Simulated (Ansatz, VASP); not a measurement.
# AlSi6As in two plane-wave programs, part 2 of 2

One calculation is typed for both programs; each brings its own data sets. How far apart do they land? The cell is generated by rule, not measured, and may not be a known phase. The cell is taken from a series of runs on this material, whose earlier steps may have relaxed, scaled, displaced or heated it; both programs get it as it stands.

VASP 6.6.1 and Ansatz 0.2.0.

So far: Set-up; Ansatz: relaxation of cell and atoms, LDA, pair 1.

### Step 3. VASP: relaxation of cell and atoms, LDA, pair 1

Level of this step: LDA; plane waves and PAW (Al, As, Si); invented cell (VASP).

The same cell, functional (in two slightly different forms), mesh and smearing now go to VASP, with its own data sets.

Lines of VASP's logs that name or quote its potential files are left out, and so is its time.

INCAR

```
SYSTEM = AlSi6As
PREC = Accurate
ENCUT = 500
EDIFF = 1E-07
NELM = 120
ISMEAR = 0
SIGMA = 0.1
LREAL = .FALSE.
ALGO = Normal
GGA = PW92
NBANDS = 24
LORBIT = 11
LWAVE = .FALSE.
LCHARG = .FALSE.
ISIF = 3
IBRION = 2
NSW = 80
EDIFFG = -0.005
LASPH = .TRUE.
GGA_COMPAT = .FALSE.
NELMIN = 4
KPAR = 2
```

POSCAR

```
AlSi6As
1.0
    2.7382600000      2.7382600000      0.0000000000
   -2.7356000000      2.7356000000      0.0000000000
    0.0000000000      0.0000000000     10.9422100000
Al As Si
1 1 6
Direct
    0.0000000000      0.0000000000      0.9939830254
    0.5000000000      0.0000000000      0.1312579452
    0.5000000000      0.5000000000      0.2604391617
    0.0000000000      0.5000000000      0.3796418639
    0.0000000000      0.0000000000      0.5013022049
    0.5000000000      0.0000000000      0.6226741216
    0.5000000000      0.5000000000      0.7452635254
    0.0000000000      0.5000000000      0.8654380605
```

KPOINTS

```
Automatic mesh
0
Gamma
8 8 4
0 0 0
```

PAW data sets: Al, As and Si (LDA family, release 64).

Started as:

```
mpirun -np 2 vasp_std
```

Numbers of over 12 decimals in the logs are rounded to 6 here.

Output:

```text
[banner, memory and clock lines left out]
running    2 mpi-ranks, on    1 nodes
 distrk:  each k-point on    1 cores,    2 groups
 distr:  one band on    1 cores,    1 groups

 POSCAR found type information on POSCAR AlAsSi
 POSCAR found :  3 types and       8 ions
|                                                                             |
|               ----> ADVICE to this user running VASP <----                  |
|                                                                             |
|     You enforced a specific xc type in the INCAR file but a different       |
|     [... a line on the potential file left out ...]
|     I HOPE YOU KNOW WHAT YOU ARE DOING!                                     |
|                                                                             |

 LDA part: xc-table for (Slater(with rela. corr.)+PW92), standard interpolation
 POSCAR, INCAR and KPOINTS ok, starting setup
 FFT: planning ... GRIDC
 FFT: planning ... GRID_SOFT
 FFT: planning ... GRID
 WAVECAR not read
 entering main loop
       N       E                     dE             d eps       ncg     rms          rms(c)
DAV:   1     0.730225415051E+02    0.73023E+02   -0.11589E+04  3600   0.104E+03
DAV:   2    -0.404617494570E+02   -0.11348E+03   -0.10615E+03  4792   0.156E+02
DAV:   3    -0.465107954864E+02   -0.60490E+01   -0.59768E+01  4728   0.350E+01
DAV:   4    -0.466186128209E+02   -0.10782E+00   -0.10764E+00  4512   0.582E+00
DAV:   5    -0.466213893337E+02   -0.27765E-02   -0.27748E-02  4752   0.852E-01    0.935E+00
DAV:   6    -0.456793105429E+02    0.94208E+00   -0.66364E-01  4576   0.440E+00    0.553E+00
DAV:   7    -0.453954052647E+02    0.28391E+00   -0.11595E+00  4800   0.472E+00    0.993E-01
DAV:   8    -0.453727380098E+02    0.22667E-01   -0.19654E-01  4352   0.260E+00    0.891E-01
DAV:   9    -0.453744261709E+02   -0.16882E-02   -0.29889E-02  4488   0.119E+00    0.393E-01
DAV:  10    -0.453714227041E+02    0.30035E-02   -0.68366E-03  4520   0.447E-01    0.154E-01
DAV:  11    -0.453704097555E+02    0.10129E-02   -0.23133E-03  4504   0.251E-01    0.862E-02
DAV:  12    -0.453703693030E+02    0.40453E-04   -0.59566E-04  4776   0.119E-01    0.732E-02
DAV:  13    -0.453703721922E+02   -0.28893E-05   -0.45398E-05  4648   0.349E-02    0.503E-02
DAV:  14    -0.453703813835E+02   -0.91912E-05   -0.15468E-05  4664   0.198E-02    0.124E-02
DAV:  15    -0.453703769607E+02    0.44228E-05   -0.77681E-06  4480   0.168E-02    0.954E-03
DAV:  16    -0.453703765531E+02    0.40759E-06   -0.25439E-06  4776   0.681E-03    0.423E-03
DAV:  17    -0.453703764745E+02    0.78581E-07   -0.35539E-07  4272   0.286E-03
   1 F= -.45370376E+02 E0= -.45367756E+02  d E =-.453704E+02
[... from here on, the cycles between the ionic steps are left out ...]
   2 F= -.45370982E+02 E0= -.45368545E+02  d E =-.605245E-03
   3 F= -.45371109E+02 E0= -.45368780E+02  d E =-.732299E-03
   4 F= -.45371274E+02 E0= -.45369020E+02  d E =-.164877E-03
   5 F= -.45371291E+02 E0= -.45369022E+02  d E =-.182426E-03
   6 F= -.45371328E+02 E0= -.45369059E+02  d E =-.364984E-04
   7 F= -.45371329E+02 E0= -.45369060E+02  d E =-.374845E-04
   8 F= -.45371342E+02 E0= -.45369095E+02  d E =-.137655E-04
 trial-energy change:   -0.000014  1 .order   -0.000014   -0.000019   -0.000008
 step:   1.9513(harm=  1.9513)  dis= 0.00099  next Energy=   -45.371345 (dE=-0.166E-04)
 bond charge predicted
       N       E                     dE             d eps       ncg     rms          rms(c)
DAV:   1    -0.453713449183E+02   -0.24601E-05   -0.19083E-04  3760   0.651E-02    0.723E-03
DAV:   2    -0.453713456886E+02   -0.77028E-06   -0.14630E-05  4656   0.181E-02    0.332E-03
DAV:   3    -0.453713455142E+02    0.17440E-06   -0.46048E-07  4312   0.364E-03    0.179E-03
DAV:   4    -0.453713454545E+02    0.59694E-07   -0.12945E-07  2688   0.160E-03
   9 F= -.45371345E+02 E0= -.45369114E+02  d E =-.167709E-04
 curvature:  -1.32 expect dE=-0.901E-05 dE for cont linesearch -0.771E-09
 trial: gam= 0.39486 g(F)=  0.176E-05 g(S)=  0.507E-05 ort = 0.116E-06 (trialstep = 0.129E+01)
 search vector abs. value=  0.105E-04
 reached required accuracy - stopping structural energy minimisation
```

OUTCAR, selected parts (step 3):

```text
ion  position               nearest neighbor table
   1  0.000  0.000  0.994-   8 2.39   8 2.39   2 2.45   2 2.45
   2  0.500  0.000  0.131-   3 2.40   3 2.40   1 2.45   1 2.45
   3  0.500  0.500  0.260-   4 2.33   4 2.33   2 2.40   2 2.40
   4  0.000  0.500  0.380-   3 2.33   3 2.33   5 2.35   5 2.35
   5  0.000  0.000  0.501-   6 2.35   6 2.35   4 2.35   4 2.35
   6  0.500  0.000  0.623-   5 2.35   5 2.35   7 2.35   7 2.35
   7  0.500  0.500  0.745-   8 2.34   8 2.34   6 2.35   6 2.35
   8  0.000  0.500  0.865-   7 2.34   7 2.34   1 2.39   1 2.39

  LATTYP: Found a simple orthorhombic cell.
 ALAT       =     3.8687226212
 B/A-ratio  =     1.0009723644
 C/A-ratio  =     2.8283780129

 Subroutine GETGRP returns: Found  4 space group operations
 (whereof  4 operations were pure point group operations)

The static configuration has the point symmetry C_2v.

 Found     75 irreducible k-points:

   k-points           NKPTS =     75   k-points in BZ     NKDIM =     75   number of bands    NBANDS=     24

   dimension x,y,z NGX =    28 NGY =   28 NGZ =   80
   dimension x,y,z NGXF=    56 NGYF=   56 NGZF=  160

   ENCUT  =  500.0 eV  36.75 Ry    6.06 a.u.   7.06  7.05 19.95*2*pi/ulx,y,z

   NELECT =      32.0000    total number of electrons

 k-points in reciprocal lattice and weights: Automatic mesh
   0.00000000  0.00000000  0.00000000       0.004
   0.12500000  0.00000000  0.00000000       0.008
   0.25000000  0.00000000  0.00000000       0.008
   0.37500000  0.00000000  0.00000000       0.008
   0.50000000  0.00000000  0.00000000       0.004
   0.00000000  0.12500000  0.00000000       0.008
   0.12500000  0.12500000  0.00000000       0.016
   0.25000000  0.12500000  0.00000000       0.016
   0.37500000  0.12500000  0.00000000       0.016
[...]
0.37500000  0.50000000  0.50000000       0.008
   0.50000000  0.50000000  0.50000000       0.004

 average (electrostatic) potential at core
       1 -72.5362       2 -52.4998       3 -86.0318       4 -85.4018       5 -85.3029
       6 -85.1375       7 -85.0797       8 -84.4650

 E-fermi :   5.9105

 k-point     1 :       0.0000    0.0000    0.0000
  band No.  band energies     occupation
    ...
     12       3.8710      2.00000
     13       3.9630      2.00000
     14       5.3355      2.00000
     15       5.3604      2.00000
     16       5.7162      1.99400
     17       6.0030      0.19088
     18       6.0354      0.07720
     19       6.4594      0.00000
     20       6.8104      0.00000
     21       7.8987      0.00000
    ...

 k-point     2 :       0.1250    0.0000    0.0000
  band No.  band energies     occupation
    ...
     11       3.2063      2.00000
     12       3.5750      2.00000
     13       4.0329      2.00000
     14       4.3305      2.00000
     15       4.9721      2.00000
     16       5.9827      0.30710
     17       6.0133      0.14581
     18       6.6250      0.00000
     19       7.1900      0.00000
     20       7.3920      0.00000
    ...

 k-point     3 :       0.2500    0.0000    0.0000
  band No.  band energies     occupation
    ...
     12       3.4132      2.00000
     13       3.6865      2.00000
     14       4.0475      2.00000
     15       4.1961      2.00000
     16       5.9069      1.04077
     17       6.3098      0.00000
     18       7.0171      0.00000
     19       7.7127      0.00000
     20       8.3081      0.00000
     21       8.6750      0.00000
    ...

  Total       -0.0147168     -0.0147168     -0.0153852      0.0092340      0.0000000      0.0000000
  in kB       -0.1437265     -0.1437265     -0.1502545      0.0901806      0.0000000      0.0000000
  external PRESSURE =      -0.1459025 kB  Pullay stress =       0.0000000 kB

  energy-cutoff  :      500.00
  volume of cell :      164.05
      direct lattice vectors                 reciprocal lattice vectors
     2.732172825  2.732172825  0.000000000     0.183004529  0.183004529  0.000000000
    -2.738368424  2.738368424  0.000000000    -0.182590478  0.182590478  0.000000000
     0.000000000  0.000000000 10.963666713     0.000000000  0.000000000  0.091210361

 POSITION                                       TOTAL-FORCE (eV/Angst)
 -----------------------------------------------------------------------------------
     -0.00000      0.00000     10.88914        -0.000000      0.000000     -0.004080
      1.36609      1.36609      1.43776        -0.000000      0.000000     -0.000148
     -0.00310      2.73527      2.85012         0.000000     -0.000000     -0.000671
     -1.36918      1.36918      4.16474        -0.000000      0.000000     -0.000619
      0.00000      0.00000      5.49803        -0.000000      0.000000      0.001290
      1.36609      1.36609      6.83299        -0.000000      0.000000     -0.000911
     -0.00310      2.73527      8.17160        -0.000000      0.000000      0.001273
     -1.36918      1.36918      9.49210        -0.000000      0.000000      0.003866
 -----------------------------------------------------------------------------------
    total drift:                                0.000000     -0.000000     -0.000031

  FREE ENERGIE OF THE ION-ELECTRON SYSTEM (eV)
  ---------------------------------------------------
  free  energy   TOTEN  =       -45.3713454545 eV

  energy  without entropy=      -45.3668822519  energy(sigma->0) =      -45.36911385

 reached required accuracy - stopping structural energy minimisation

 total charge
# of ion       s       p       d       tot
------------------------------------------
    1        0.433   0.411   0.000   0.843
    2        1.214   1.638   0.039   2.890
    3        0.767   0.887   0.000   1.654
    4        0.760   0.954   0.000   1.715
    5        0.760   0.945   0.000   1.705
    6        0.762   0.943   0.000   1.705
    7        0.758   0.936   0.000   1.694
    8        0.766   0.985   0.000   1.751
--------------------------------------------------
tot          6.220   7.699   0.039  13.958

[... 3 further parts left out ...]
```

The run keeps the 4 symmetry operations of its start, so it cannot find a distortion of lower symmetry.

### Step 4. Side by side

Known differences besides the potentials themselves: the data sets hold 42 valence electrons in Ansatz (on its default PAW (the set named soft_2) files) and 32 in VASP; the cutoff is 420 eV in Ansatz and 500 eV in VASP; VASP's log shows a relativistic correction to its local exchange, Ansatz's none; Ansatz adds a Pulay correction to the stress that steers its cell, VASP none. Total energies have different zeros and are not compared.

The two programs side by side:

| quantity | Ansatz | VASP | difference |
| --- | --- | --- | --- |
| volume (Å³) | 163.86 | 164.05 | -0.12 % |
| edge a after relaxation, in the typed setting (Å) | 3.863 | 3.864 | -0.02 % |
| edge b after relaxation, in the typed setting (Å) | 3.871 | 3.873 | -0.04 % |
| edge c after relaxation, in the typed setting (Å) | 10.958 | 10.964 | -0.05 % |

### Step 5. Ansatz: relaxation of cell and atoms, LDA, pair 2

The relaxed volume is the usual yardstick between codes: in a stiff, nearly cubic crystal its relative difference is about their pressure difference at one cell divided by the bulk modulus.

The cell is taken from a series of runs on this material, whose earlier steps may have relaxed, scaled, displaced or heated it; both programs get it as it stands.

input.yaml

```yaml
crystal:
  lattice:
    - [2.7315548858, 2.7315548858, 0.0]
    - [-2.7372890701, 2.7372890701, 0.0]
    - [0.0, 0.0, 10.9576514203]
  atoms:
    - { symbol: Al, position: [0.0, 0.0, -0.0066263182] }
    - { symbol: As, position: [0.5, 0.0, 0.1311250727] }
    - { symbol: Si, position: [0.5, 0.5, 0.2597002732] }
    - { symbol: Si, position: [0.0, 0.5, 0.3796981869] }
    - { symbol: Si, position: [0.0, 0.0, 0.5014141571] }
    - { symbol: Si, position: [0.5, 0.0, 0.6232655134] }
    - { symbol: Si, position: [0.5, 0.5, 0.7454604968] }
    - { symbol: Si, position: [0.0, 0.5, 0.8659626181] }
kpoints:
  mp_grid: { grid: [8, 8, 4] }
hamiltonian:
  xc: lda
scf:
  occupations: { method: methfessel_paxton, width: 0.15 }
output:
  forces: true
  stress: true
  eigenvalues: true
  write_density: true
  write_potential: true
  elf: true
  volumetric_format: npy
relax:
  adjacent_minimum: "off"
  f_tol: 0.001
  max_steps: 60
  cell: { stress_tol: 0.01 }
```

Started as:

```
ansatz run input.yaml --threads 8 --pin off --max-ram 14336MiB --backend cpu --events-out ev --progress --plain --runs-dir out
```

Output:

```text
[...]
Crystal: 8 atoms, lattice volume = 163.862 Å³
Basis set: ecut = 420 eV, 3245 PW (Γ)
Bands: 29, of which v1, the nominal top of the filled ones, is band 21 counted from 1 (20 counted from 0)
Symmetry: 4 space group operations
[...]
k-points: 75 of 256 (time reversal used)
[...]
- [2.731329, 2.731329, 0]
    - [-2.738654, 2.738654, 0]
    - [0.0, 0, 10.954889]
  atoms:
    - { symbol: Al, position: [0, 0, -0.006812] }
    - { symbol: As, position: [0.5, 0, 0.131071] }
    - { symbol: Si, position: [0.5, 0.500000, 0.259625] }
    - { symbol: Si, position: [0, 0.5, 0.379715] }
    - { symbol: Si, position: [0, 0, 0.501438] }
    - { symbol: Si, position: [0.5, 0, 0.623353] }
    - { symbol: Si, position: [0.5, 0.500000, 0.745509] }
    - { symbol: Si, position: [0, 0.5, 0.866101] }
[key lines of the parts left out:]
SCF converged after 6 iterations
Free energy (F): -8938.496876 eV
Fermi energy:    6.770740 eV
P = ⅓ Tr σ = 0.0006 GPa (0.006 kbar)
```

### Step 6. VASP: relaxation of cell and atoms, LDA, pair 2

The same cell, functional (in two slightly different forms), mesh and smearing now go to VASP, with its own data sets.

INCAR, as its differences from that of step 3:

```diff
@@ -5,4 +5,4 @@
 NELM = 120
-ISMEAR = 0
-SIGMA = 0.1
+ISMEAR = 1
+SIGMA = 0.15
 LREAL = .FALSE.
```

POSCAR

```
AlSi6As
1.0
    2.7315550000      2.7315550000      0.0000000000
   -2.7372890000      2.7372890000      0.0000000000
    0.0000000000      0.0000000000     10.9576510000
Al As Si
1 1 6
Direct
    0.0000000000      0.0000000000      0.9933736711
    0.5000000000      0.0000000000      0.1311250924
    0.5000000000      0.5000000000      0.2597002770
    0.0000000000      0.5000000000      0.3796981671
    0.0000000000      0.0000000000      0.5014142173
    0.5000000000      0.0000000000      0.6232655156
    0.5000000000      0.5000000000      0.7454605006
    0.0000000000      0.5000000000      0.8659626958
```

KPOINTS is that of step 3.

Started as:

```
mpirun -np 2 vasp_std
```

Output:

```text
[banner, memory and clock lines left out]
running    2 mpi-ranks, on    1 nodes
[...]
[... a notice as in an earlier step ...]

 LDA part: xc-table for (Slater(with rela. corr.)+PW92), standard interpolation
 POSCAR, INCAR and KPOINTS ok, starting setup
[...]
entering main loop
       N       E                     dE             d eps       ncg     rms          rms(c)
DAV:   1     0.736315028285E+02    0.73632E+02   -0.11638E+04  3600   0.104E+03
DAV:   2    -0.404593366914E+02   -0.11409E+03   -0.10656E+03  4816   0.158E+02
DAV:   3    -0.465149757055E+02   -0.60556E+01   -0.59807E+01  4760   0.350E+01
DAV:   4    -0.466222694375E+02   -0.10729E+00   -0.10710E+00  4416   0.579E+00
[...]
DAV:  17    -0.453683967060E+02    0.18865E-06   -0.98037E-08  2984   0.160E-03    0.175E-02
DAV:  18    -0.453683954913E+02    0.12147E-05   -0.18968E-06  4496   0.620E-03    0.332E-03
DAV:  19    -0.453683954941E+02   -0.28115E-08   -0.58031E-07  4728   0.305E-03
   1 F= -.45368395E+02 E0= -.45368653E+02  d E =-.453684E+02
[... from here on, the cycles between the ionic steps are left out ...]
   2 F= -.45368501E+02 E0= -.45368813E+02  d E =-.105849E-03
   3 F= -.45368507E+02 E0= -.45368809E+02  d E =-.111019E-03
   4 F= -.45368539E+02 E0= -.45368859E+02  d E =-.321759E-04
   5 F= -.45368543E+02 E0= -.45368872E+02  d E =-.366310E-04
   6 F= -.45368552E+02 E0= -.45368882E+02  d E =-.864466E-05
 trial-energy change:   -0.000009  1 .order   -0.000009   -0.000014   -0.000003
 step:   1.4170(harm=  1.4170)  dis= 0.00062  next Energy=   -45.368552 (dE=-0.925E-05)
 reached required accuracy - stopping structural energy minimisation
```

Parts of OUTCAR (step 6):

```text
  Total        0.0053439      0.0053439      0.0037260      0.0054667      0.0000000      0.0000000
  in kB        0.0521962      0.0521962      0.0363934      0.0533947      0.0000000      0.0000000
  external PRESSURE =       0.0469286 kB  Pullay stress =       0.0000000 kB

 POSITION                                       TOTAL-FORCE (eV/Angst)
 -----------------------------------------------------------------------------------
      2.73175      2.73175     10.88335        -0.000000     -0.000000     -0.000064
      1.36588      1.36588      1.43653        -0.000000     -0.000000     -0.000313
     -0.00387      2.73562      2.84808        -0.000000     -0.000000     -0.002720
     -1.36974      1.36974      4.16281         0.000000      0.000000      0.002983
      0.00000      0.00000      5.49576         0.000000      0.000000      0.003219
      1.36588      1.36588      6.83125         0.000000      0.000000      0.003453
     -0.00387      2.73562      8.16966        -0.000000     -0.000000     -0.003749
      1.36201      4.10150      9.49054        -0.000000     -0.000000     -0.002810
 -----------------------------------------------------------------------------------
    total drift:                               -0.000000     -0.000000     -0.000022

  FREE ENERGIE OF THE ION-ELECTRON SYSTEM (eV)
  ---------------------------------------------------
  free  energy   TOTEN  =       -45.3685517890 eV

  energy  without entropy=      -45.3695413652  energy(sigma->0) =      -45.36888165

[... 2 parts as in an earlier step ...]

[... 2 further parts left out ...]
[key lines of the parts left out:]
E-fermi :   5.9127
```

### Step 7. Side by side

What differs besides the data sets and the points named for the pairs above, as far as they apply: the data sets hold 42 valence electrons in Ansatz (on its default PAW (the set named soft_2) files) and 32 in VASP. Total energies have different zeros and are not compared.

Compared:

| quantity | Ansatz | VASP | difference |
| --- | --- | --- | --- |
| volume (Å³) | 163.89 | 164.03 | -0.09 % |
| edge a after relaxation, in the typed setting (Å) | 3.863 | 3.863 | -0.02 % |
| edge b after relaxation, in the typed setting (Å) | 3.873 | 3.874 | -0.03 % |
| edge c after relaxation, in the typed setting (Å) | 10.955 | 10.960 | -0.04 % |

### Step 8. Summary of results

| Item | Value |
| --- | --- |
| difference in volume (relaxation of cell and atoms, LDA, pair 1) | -0.12 % |
| difference in volume (relaxation of cell and atoms, LDA, pair 2) | -0.089 % |

**Reading.** The difference in volume is -0.12 % (relaxation of cell and atoms, LDA, pair 1), within the 1.2 % picked in this series as the mark of a large difference, as far as the stopping tolerances let one tell. The data sets hold unlike numbers of valence electrons (42 in Ansatz and 32 in VASP), so part of the differences comes from the potentials. How closely two codes agree says nothing of how well the functional describes the real material.

[Lines on the potential files, build, host, timing and source positions are cut from VASP's logs without a mark.]

[Logs are printed without paths, hosts, clocks, repeated set-up lines and the standing remarks that a program may print on its own settings, such as how far it seeks lower states.]

[Hosts, paths, dates, database ids (printed as entryN), source tags and the programs' standing remarks are cut or masked in the printed files.]
